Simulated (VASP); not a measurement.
**Mg6CoBi: equation of state with PBE**

Mg6CoBi:

```
Bi Co Mg
1.0
     4.85010    0.00000    0.00000
     0.00000    3.14980    5.53142
     0.00000   -3.14980    5.53142
Bi Co Mg
1 1 6
Direct
  0.50000 0.67109 0.67109
  0.00000 0.86466 0.86466
  0.50000 0.16978 0.16978
  0.50000 0.67590 0.14295
  0.50000 0.14295 0.67590
  0.00000 0.33244 0.33244
  0.00000 0.83715 0.30603
  0.00000 0.30603 0.83715
```

The cell comes from a database or a generator and needn't be the stable form of this composition.

| Property | Result |
| --- | --- |
| Program | VASP 6.6.1 |
| Task | equation of state |
| Functional | PBE |
| Potentials or basis | VASP PAW PBE potentials, release 64 (Bi_d, Co, Mg) |
| Cutoff | 520 eV |
| k mesh | 6 × 5 × 5 |
| Occupations | fermi-dirac, width 0.05 eV |
| Spin | collinear spin, ferromagnetic start |
| Starting moments | [0.0, 2.0, 0.0, 0.0, 0.0, 0.0, 0.0, 0.0] μB |
| Further INCAR settings | ALGO = Normal; EDIFF = 1e-07; NBANDS = 32 |

```yaml
Equilibrium_volume: 21.38 Å³/atom
Bulk_modulus_at_fixed_shape_and_positions: 44 GPa
Pressure_derivative_of_the_bulk_modulus: 4.1
```

Energy against volume, from the lowest point:
| volume (Å³/atom) | energy (meV/atom) |
| --- | --- |
| 19.858 | 16.48 |
| 20.281 | 8.20 |
| 20.703 | 2.87 |
| 21.126 | 0.23 |
| 21.548 | 0.00 |
| 21.971 | 1.97 |

All runs of the series together: 55 min on 1 thread of Intel(R) Xeon(R) Platinum 8488C (Sapphire Rapids), on a shared host.

Caveat: the cell was scaled at fixed shape and fractional positions, which overstates the stiffness of a crystal with free parameters, most of all of layers and chains.
